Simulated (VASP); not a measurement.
Calculation: PBE GGA, VASP's PBE PAW potentials (set 64) (plane waves; VASP).

VASP input:

### POSCAR
```
Tb
1
    3.5791780000     0.0000000000     0.0000000000
   -1.7895890000     3.0996590000     0.0000000000
    0.0000000000     0.0000000000    11.5160290000
Tb
4
Direct
  0.0163000000  -0.0020780000  -0.0000760000
 -0.0012910000   0.0100820000   0.5019760000
  0.3253660000   0.6573670000   0.2488840000
  0.6596240000   0.3346290000   0.7492160000
```

File KPOINTS:
```
kpoints
0
Gamma
  5 5 2
0 0 0
```

### INCAR
```
SYSTEM = Tb
PREC = Accurate
ENCUT = 300
EDIFF = 1E-6
NELM = 100
ALGO = Normal
LREAL = .FALSE.
LASPH = .TRUE.
ISMEAR = -1
SIGMA = 0.1
GGA = PE
LMAXMIX = 6
LWAVE = .FALSE.
LCHARG = .FALSE.
ISIF = 2
ISPIN = 2
MAGMOM = 6.0 -6.0 -6.0 -6.0
LORBIT = 11
```

POTCAR, in this order: Tb (PBE.64 set). Program: vasp_std.

What VASP printed:

**OSZICAR**
```
...
DAV:  12    -0.785567481087E+02   -0.16879E+02   -0.11243E+02  7192   0.484E+01    0.262E+02
DAV:  13    -0.893213321863E+02   -0.10765E+02   -0.63766E+01  9092   0.391E+01    0.253E+02
DAV:  14    -0.516331976561E+02    0.37688E+02   -0.18132E+02  8113   0.503E+01    0.497E+02
DAV:  15    -0.455105605861E+02    0.61226E+01   -0.59324E+01  9837   0.311E+01    0.173E+02
DAV:  16    -0.437636164765E+02    0.17469E+01   -0.18893E+01  9529   0.219E+01    0.132E+02
DAV:  17    -0.454279775908E+02   -0.16644E+01   -0.98776E+00  9837   0.107E+01    0.119E+02
DAV:  18    -0.444187021480E+02    0.10093E+01   -0.29234E+01  8218   0.468E+01    0.925E+01
DAV:  19    -0.478194385455E+02   -0.34007E+01   -0.93022E+00  9984   0.287E+01    0.104E+02
DAV:  20    -0.459482353223E+02    0.18712E+01   -0.13604E+01  8800   0.322E+01    0.914E+01
DAV:  21    -0.456516157305E+02    0.29662E+00   -0.20903E+00  9404   0.939E+00    0.821E+01
DAV:  22    -0.456662302631E+02   -0.14615E-01   -0.19437E+00  7927   0.130E+01    0.684E+01
DAV:  23    -0.425697556665E+02    0.30965E+01   -0.83401E+00  7297   0.423E+01    0.467E+01
DAV:  24    -0.419250986900E+02    0.64466E+00   -0.33776E+00  8486   0.129E+01    0.392E+01
DAV:  25    -0.402007657207E+02    0.17243E+01   -0.16966E+00  7864   0.142E+01    0.272E+01
DAV:  26    -0.398645429576E+02    0.33622E+00   -0.14417E+00  8994   0.719E+00    0.268E+01
DAV:  27    -0.399292472755E+02   -0.64704E-01   -0.80458E-01  9549   0.317E+00    0.242E+01
DAV:  28    -0.398060675003E+02    0.12318E+00   -0.39045E-01  9608   0.313E+00    0.216E+01
DAV:  29    -0.393935548586E+02    0.41251E+00   -0.58829E-01  8146   0.563E+00    0.224E+01
DAV:  30    -0.391129505385E+02    0.28060E+00   -0.15747E-01  9216   0.289E+00    0.205E+01
DAV:  31    -0.389213332712E+02    0.19162E+00   -0.13660E-01  9200   0.248E+00    0.196E+01
DAV:  32    -0.385550113298E+02    0.36632E+00   -0.62355E-01  8445   0.710E+00    0.195E+01
DAV:  33    -0.381519339951E+02    0.40308E+00   -0.29927E-01  8712   0.522E+00    0.218E+01
DAV:  34    -0.380540605701E+02    0.97873E-01   -0.87675E-02 10140   0.187E+00    0.231E+01
DAV:  35    -0.380271567952E+02    0.26904E-01   -0.19473E-02  9792   0.703E-01    0.235E+01
DAV:  36    -0.380140889855E+02    0.13068E-01   -0.32173E-03 10512   0.285E-01    0.237E+01
DAV:  37    -0.380155310751E+02   -0.14421E-02   -0.11445E-03  9688   0.208E-01    0.235E+01
DAV:  38    -0.380465889272E+02   -0.31058E-01   -0.50825E-03  8138   0.933E-01    0.236E+01
DAV:  39    -0.381110049752E+02   -0.64416E-01   -0.19147E-02  9072   0.129E+00    0.240E+01
DAV:  40    -0.379925475241E+02    0.11846E+00   -0.80143E-02  7313   0.285E+00    0.224E+01
DAV:  41    -0.377956727864E+02    0.19687E+00   -0.67628E-02  7915   0.292E+00    0.215E+01
DAV:  42    -0.376331925269E+02    0.16248E+00   -0.62930E-02  8698   0.212E+00    0.216E+01
DAV:  43    -0.376140668991E+02    0.19126E-01   -0.27148E-02  9287   0.215E+00    0.211E+01
DAV:  44    -0.376201574036E+02   -0.60905E-02   -0.75831E-03  9400   0.443E-01    0.212E+01
DAV:  45    -0.376208640177E+02   -0.70661E-03   -0.16351E-03  9944   0.156E-01    0.211E+01
DAV:  46    -0.376340562368E+02   -0.13192E-01   -0.96781E-04  8967   0.418E-01    0.212E+01
DAV:  47    -0.376378571041E+02   -0.38009E-02   -0.67108E-04  8944   0.321E-01    0.212E+01
DAV:  48    -0.376390562536E+02   -0.11991E-02   -0.14795E-04  9440   0.745E-02    0.211E+01
DAV:  49    -0.376252863653E+02    0.13770E-01   -0.51545E-04  7861   0.240E-01    0.212E+01
DAV:  50    -0.376357139790E+02   -0.10428E-01   -0.11838E-03  8068   0.585E-01    0.211E+01
DAV:  51    -0.376115531996E+02    0.24161E-01   -0.14829E-01  7965   0.387E+00    0.235E+01
DAV:  52    -0.378300648335E+02   -0.21851E+00   -0.31279E-01  7342   0.597E+00    0.211E+01
DAV:  53    -0.378688633584E+02   -0.38799E-01   -0.20615E-02  9238   0.723E-01    0.206E+01
DAV:  54    -0.377569093168E+02    0.11195E+00   -0.37126E-02  7336   0.193E+00    0.214E+01
DAV:  55    -0.376914565650E+02    0.65453E-01   -0.34985E-02  9153   0.161E+00    0.222E+01
DAV:  56    -0.375631036347E+02    0.12835E+00   -0.27353E+00  7738   0.173E+01    0.372E+01
DAV:  57    -0.375974772457E+02   -0.34374E-01   -0.61748E-01  8568   0.447E+00    0.259E+01
DAV:  58    -0.377571680725E+02   -0.15969E+00   -0.37516E-01  8970   0.442E+00    0.290E+01
DAV:  59    -0.377724510223E+02   -0.15283E-01   -0.15506E-01  9120   0.283E+00    0.278E+01
DAV:  60    -0.377735568236E+02   -0.11058E-02   -0.82717E-02  9388   0.222E+00    0.268E+01
DAV:  61    -0.385015652770E+02   -0.72801E+00   -0.34008E+00  7283   0.119E+01    0.356E+01
DAV:  62    -0.379231651333E+02    0.57840E+00   -0.86325E-01  8357   0.739E+00    0.259E+01
DAV:  63    -0.378607529753E+02    0.62412E-01   -0.93644E-01  8315   0.722E+00    0.214E+01
DAV:  64    -0.380640581774E+02   -0.20331E+00   -0.32358E-01  8188   0.599E+00    0.186E+01
DAV:  65    -0.380517767041E+02    0.12281E-01   -0.31753E-01  8972   0.530E+00    0.187E+01
DAV:  66    -0.380700483855E+02   -0.18272E-01   -0.49598E-01  8789   0.754E+00    0.213E+01
DAV:  67    -0.381003221387E+02   -0.30274E-01   -0.19665E-01  9051   0.532E+00    0.214E+01
DAV:  68    -0.380568609126E+02    0.43461E-01   -0.43970E-02  9824   0.216E+00    0.211E+01
DAV:  69    -0.380313956208E+02    0.25465E-01   -0.16416E-02 10152   0.106E+00    0.208E+01
DAV:  70    -0.380191167199E+02    0.12279E-01   -0.11048E-02  9832   0.115E+00    0.206E+01
DAV:  71    -0.379661212120E+02    0.52996E-01   -0.13621E-01  7916   0.485E+00    0.269E+01
DAV:  72    -0.380015183718E+02   -0.35397E-01   -0.10112E-01  8797   0.260E+00    0.288E+01
DAV:  73    -0.379817382789E+02    0.19780E-01   -0.18322E-02  9840   0.858E-01    0.291E+01
DAV:  74    -0.380127455259E+02   -0.31007E-01   -0.12086E-02  9520   0.908E-01    0.294E+01
DAV:  75    -0.379972459366E+02    0.15500E-01   -0.31753E-03 10018   0.396E-01    0.295E+01
DAV:  76    -0.378333191701E+02    0.16393E+00   -0.42695E-01  7756   0.440E+00    0.291E+01
DAV:  77    -0.378368638347E+02   -0.35447E-02   -0.12996E-01  9388   0.354E+00    0.311E+01
DAV:  78    -0.378098502253E+02    0.27014E-01   -0.36717E-02  9480   0.133E+00    0.317E+01
DAV:  79    -0.377466965042E+02    0.63154E-01   -0.21217E-02  9368   0.104E+00    0.314E+01
DAV:  80    -0.377532228529E+02   -0.65263E-02   -0.47581E-03  9561   0.599E-01    0.312E+01
DAV:  81    -0.386277890374E+02   -0.87457E+00   -0.24429E+00  7946   0.156E+01    0.348E+01
DAV:  82    -0.379051400813E+02    0.72265E+00   -0.24318E+00  8861   0.102E+01    0.186E+01
DAV:  83    -0.383111993847E+02   -0.40606E+00   -0.41753E-01  8664   0.788E+00    0.198E+01
DAV:  84    -0.382193211774E+02    0.91878E-01   -0.15892E-01  8735   0.579E+00    0.182E+01
DAV:  85    -0.380910339855E+02    0.12829E+00   -0.20087E-01  9215   0.505E+00    0.151E+01
DAV:  86    -0.380698081183E+02    0.21226E-01   -0.40084E-01  9232   0.605E+00    0.132E+01
DAV:  87    -0.380669505169E+02    0.28576E-02   -0.24426E-01  9963   0.437E+00    0.130E+01
DAV:  88    -0.380679756882E+02   -0.10252E-02   -0.99712E-02  9285   0.335E+00    0.131E+01
DAV:  89    -0.380772363007E+02   -0.92606E-02   -0.57922E-02  9679   0.266E+00    0.128E+01
DAV:  90    -0.380773777260E+02   -0.14143E-03   -0.24571E-02  9741   0.173E+00    0.125E+01
DAV:  91    -0.382410973076E+02   -0.16372E+00   -0.31627E-01  8058   0.715E+00    0.161E+01
DAV:  92    -0.381195913535E+02    0.12151E+00   -0.12885E-01  8693   0.592E+00    0.131E+01
DAV:  93    -0.381029562524E+02    0.16635E-01   -0.52878E-02  9145   0.304E+00    0.120E+01
DAV:  94    -0.381115016689E+02   -0.85454E-02   -0.30683E-02  8949   0.263E+00    0.124E+01
DAV:  95    -0.381025196453E+02    0.89820E-02   -0.17433E-02 10048   0.179E+00    0.121E+01
DAV:  96    -0.383383981253E+02   -0.23588E+00   -0.53913E-01  7970   0.789E+00    0.196E+01
DAV:  97    -0.383001123636E+02    0.38286E-01   -0.47203E-02  9178   0.299E+00    0.195E+01
DAV:  98    -0.382611319570E+02    0.38980E-01   -0.17506E-02 10024   0.143E+00    0.192E+01
DAV:  99    -0.382314054610E+02    0.29726E-01   -0.76182E-03  9984   0.121E+00    0.187E+01
DAV: 100    -0.382062173137E+02    0.25188E-01   -0.82864E-03  9165   0.148E+00
   1 F= -.38206217E+02 E0= -.37857071E+02  d E =-.698293E+00  mag=   -11.9739
```

OUTCAR:
```
------------------------ aborting loop EDIFF was not reached (unconverged)  ----------------------------
  FORCE on cell =-STRESS in cart. coord.  units (eV):
  Direction    XX          YY          ZZ          XY          YZ          ZX
  --------------------------------------------------------------------------------------
  Total       -7.1248729     -3.5342129    -19.2932229      0.0877856     -0.6984223     -1.7422794
  in kB      -89.3485967    -44.3203643   -241.9443014      1.1008650     -8.7584799    -21.8488422
  external PRESSURE =    -125.2044208 kB  Pullay stress =       0.0000000 kB
  volume of cell :      127.76
      direct lattice vectors                 reciprocal lattice vectors
     3.579178000  0.000000000  0.000000000     0.279393760  0.161308066  0.000000000
    -1.789589000  3.099659000  0.000000000     0.000000000  0.322616133  0.000000000
     0.000000000  0.000000000 11.516029000     0.000000000  0.000000000  0.086835488
 POSITION                                       TOTAL-FORCE (eV/Angst)
 -----------------------------------------------------------------------------------
     -1.72753      3.09322     11.51515        -0.080232     -0.012560     -0.346311
      3.55651      0.03125      5.78077        -0.005059     -0.027223      0.213403
     -0.01187      2.03761      2.86616         0.023902      0.040618      0.625922
      1.76206      1.03724      8.62799         0.061389     -0.000835     -0.493014
 -----------------------------------------------------------------------------------
    total drift:                                0.034435      0.023234     -0.061687
  FREE ENERGIE OF THE ION-ELECTRON SYSTEM (eV)
  ---------------------------------------------------
  free  energy   TOTEN  =       -38.2062173137 eV

  energy  without entropy=      -37.5079244745  energy(sigma->0) =      -37.85707089

 total charge

# of ion       s       p       d       f       tot
--------------------------------------------------
    1        2.084   5.578   0.503   7.240  15.405
    2        2.084   5.581   0.517   8.165  16.347
    3        2.086   5.581   0.518   8.155  16.340
    4        2.087   5.583   0.535   8.868  17.074
--------------------------------------------------
tot          8.341  22.324   2.073  32.428  65.165

 magnetization (x)

# of ion       s       p       d       f       tot
--------------------------------------------------
    1        0.006  -0.039   0.100   6.557   6.624
    2       -0.002   0.034  -0.120  -5.638  -5.726
    3       -0.004   0.038  -0.118  -5.646  -5.729
    4       -0.004   0.037  -0.132  -4.935  -5.035
--------------------------------------------------
tot         -0.004   0.070  -0.270  -9.663  -9.866
```
(Selected blocks of OUTCAR.)

**stdout**
```
...
DAV:  81    -0.386277890374E+02   -0.87457E+00   -0.24429E+00  7946   0.156E+01    0.348E+01
DAV:  82    -0.379051400813E+02    0.72265E+00   -0.24318E+00  8861   0.102E+01    0.186E+01
DAV:  83    -0.383111993847E+02   -0.40606E+00   -0.41753E-01  8664   0.788E+00    0.198E+01
DAV:  84    -0.382193211774E+02    0.91878E-01   -0.15892E-01  8735   0.579E+00    0.182E+01
DAV:  85    -0.380910339855E+02    0.12829E+00   -0.20087E-01  9215   0.505E+00    0.151E+01
DAV:  86    -0.380698081183E+02    0.21226E-01   -0.40084E-01  9232   0.605E+00    0.132E+01
DAV:  87    -0.380669505169E+02    0.28576E-02   -0.24426E-01  9963   0.437E+00    0.130E+01
DAV:  88    -0.380679756882E+02   -0.10252E-02   -0.99712E-02  9285   0.335E+00    0.131E+01
DAV:  89    -0.380772363007E+02   -0.92606E-02   -0.57922E-02  9679   0.266E+00    0.128E+01
DAV:  90    -0.380773777260E+02   -0.14143E-03   -0.24571E-02  9741   0.173E+00    0.125E+01
DAV:  91    -0.382410973076E+02   -0.16372E+00   -0.31627E-01  8058   0.715E+00    0.161E+01
DAV:  92    -0.381195913535E+02    0.12151E+00   -0.12885E-01  8693   0.592E+00    0.131E+01
DAV:  93    -0.381029562524E+02    0.16635E-01   -0.52878E-02  9145   0.304E+00    0.120E+01
DAV:  94    -0.381115016689E+02   -0.85454E-02   -0.30683E-02  8949   0.263E+00    0.124E+01
DAV:  95    -0.381025196453E+02    0.89820E-02   -0.17433E-02 10048   0.179E+00    0.121E+01
DAV:  96    -0.383383981253E+02   -0.23588E+00   -0.53913E-01  7970   0.789E+00    0.196E+01
DAV:  97    -0.383001123636E+02    0.38286E-01   -0.47203E-02  9178   0.299E+00    0.195E+01
DAV:  98    -0.382611319570E+02    0.38980E-01   -0.17506E-02 10024   0.143E+00    0.192E+01
DAV:  99    -0.382314054610E+02    0.29726E-01   -0.76182E-03  9984   0.121E+00    0.187E+01
DAV: 100    -0.382062173137E+02    0.25188E-01   -0.82864E-03  9165   0.148E+00

 -----------------------------------------------------------------------------
|                                                                             |
|           W    W    AA    RRRRR   N    N  II  N    N   GGGG   !!!           |
|           W    W   A  A   R    R  NN   N  II  NN   N  G    G  !!!           |
|           W    W  A    A  R    R  N N  N  II  N N  N  G       !!!           |
|           W WW W  AAAAAA  RRRRR   N  N N  II  N  N N  G  GGG   !            |
|           WW  WW  A    A  R   R   N   NN  II  N   NN  G    G                |
|           W    W  A    A  R    R  N    N  II  N    N   GGGG   !!!           |
|                                                                             |
|     The electronic self-consistency was not achieved in the given           |
|     number of steps (NELM). The forces and other quantities evaluated       |
|     might not be reliable so examine the results carefully. If you find     |
|     spurious results, we suggest increasing NELM, if you were close to      |
|     convergence or switching to a different ALGO or adjusting the           |
|     density mixing parameters otherwise.                                    |
|                                                                             |
 -----------------------------------------------------------------------------

   1 F= -.38206217E+02 E0= -.37857071E+02  d E =-.698293E+00  mag=   -11.9739
```

The run did not converge; its last values are not results.

At this cut-off the stress carries a Pulay error, which pulls relaxed volumes low.

The structure was generated: Tb was put into an ordered model structure, which need not be its known phase. The cell was not relaxed at this level, atoms are displaced from their ideal sites. The k-mesh is coarse (spacing up to 0.41 per Å, 2π included), so the numbers may not be converged in it. The run is one of a series of settings (MAGMOM = 6.0 -6.0 -6.0 -6.0 against the base run), some of them coarse on purpose.
